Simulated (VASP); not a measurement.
HfW: single point with PBE

The system is HfW.

```
Hf W
1.0
     0.00000    3.32959    3.32959
     3.32959    0.00000    3.32959
     3.32959    3.32959    0.00000
Hf W
2 2
Direct
  0.50000 0.50000 0.50000
  0.75000 0.75000 0.75000
  0.00000 0.00000 0.00000
  0.25000 0.25000 0.25000
```

The cell was built by a generator and needn't be a form met in nature.

| Item | Value |
| --- | --- |
| Program | VASP 6.6.1 |
| Task | single point |
| Functional | PBE |
| Potentials or basis | VASP PAW PBE potentials, release 64 (Hf_pv, W_sv) |
| Cutoff | 520 eV |
| k mesh | 4 × 4 × 4 |
| Occupations | gaussian, width 0.1 eV |
| Spin | no spin polarisation |
| Dipole correction | no |
| Further INCAR settings | ALGO = Fast; EDIFF = 1e-06; NBANDS = 32 |

| Item | Value |
| --- | --- |
| Pressure | -0.4 GPa |
| Band gap on the k mesh | none (metal or under the smearing width) |

Levels at points of the mesh, in eV from the Fermi level:
| k point | band 20 | band 21 | band 22 | band 23 | band 24 | band 25 | band 26 | band 27 |
| --- | --- | --- | --- | --- | --- | --- | --- | --- |
| (0.00, 0.00, 0.00) | -1.43 | -1.29 | -1.29 | -1.29 | 0.91 | 0.91 | 0.91 | 2.92 |
| (0.50, 0.00, 0.00) | -1.61 | -1.61 | -1.40 | -1.40 | -1.03 | -0.60 | -0.60 | 3.01 |
| (0.50, 0.50, 0.00) | -1.70 | -1.04 | -1.04 | 1.00 | 1.00 | 1.21 | 1.21 | 1.80 |

Wall time 16 s on 1 thread of Intel(R) Xeon(R) 6975P-C (Granite Rapids), on a shared host, peak memory 0.2 GiB.

Caveat: the k mesh is coarse (spacing up to 0.41 Å⁻¹), so the values aren't converged. Spin-orbit coupling is left out, which matters for the levels of Hf, W.
